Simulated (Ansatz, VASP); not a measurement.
## LaC: VASP beside Ansatz

POSCAR

```
LaC
1.0
    3.2853548459      0.0000000000      0.0000000000
    0.0000000000      3.2853548459      0.0000000000
    0.0000000000      0.0000000000      3.2853548459
La C
1 1
Direct
    0.0000000000      0.0000000000      0.0000000000
    0.5000000000      0.5000000000      0.5000000000
```

Contents of INCAR.step1:

```
PREC = Accurate
ENCUT = 520
ISMEAR = 0
SIGMA = 0.05
LREAL = F
LASPH = T
NELM = 60
NBANDS = 14
GGA = PE
ALGO = Normal
EDIFF = 1E-4
LWAVE = T
LCHARG = F
```

The input INCAR.step2:

```
PREC = Accurate
ENCUT = 520
EDIFF = 1E-6
ISMEAR = 0
SIGMA = 0.05
LREAL = F
LASPH = T
NELM = 60
ALGO = Normal
ISIF = 2
LWAVE = F
LCHARG = F
METAGGA = R2SCAN
LMIXTAU = T
NBANDS = 14
ISTART = 1
```

KPOINTS

```
regular mesh
0
Gamma
  10 10 10
```

Input for Ansatz:

```yaml
crystal:
  lattice:
    - [3.2853548459, 0.0, 0.0]
    - [0.0, 3.2853548459, 0.0]
    - [0.0, 0.0, 3.2853548459]
  atoms:
    - { symbol: La, position: [0.0, 0.0, 0.0] }
    - { symbol: C, position: [0.5, 0.5, 0.5] }
basis:
  ecutwfc: 500
  ecutrho_ratio: 4
kpoints:
  mp_grid: { grid: [10, 10, 10] }
hamiltonian:
  xc: r2scan
scf:
  occupations: { method: gaussian, width: 0.05 }
output:
  forces: true
  stress: true
  eigenvalues: true
```

Alike in both runs: task single point; functional r2SCAN; k mesh 10 × 10 × 10; occupations gaussian, width 0.05 eV; no spin polarisation.

|  | VASP | Ansatz |
| --- | --- | --- |
| version | VASP 6.6.1 | Ansatz 0.2.0 |
| potentials or method | VASP PAW PBE potentials, release 64 (La, C) | scalar-relativistic, plane waves, PAW |
| plane-wave cutoff (eV) | 520 | 500 |
| valence electrons in the cell | 15 | 15 |

|  | VASP | Ansatz | Ansatz less VASP |
| --- | --- | --- | --- |
| gap on the k mesh at the Fermi level (eV) | none | none | - |
| pressure (GPa) | -0.2 | 0.0 | +0.18 |

A gap of «none» marks a metal or a gap that the smearing closes. The functional is the same, so the differences come from potentials, cutoffs and numerics.

Caveats: the PAW data sets were made with another functional, which shifts forces and pressure a little (VASP). Spin-orbit coupling is left out, which matters for the levels of La.
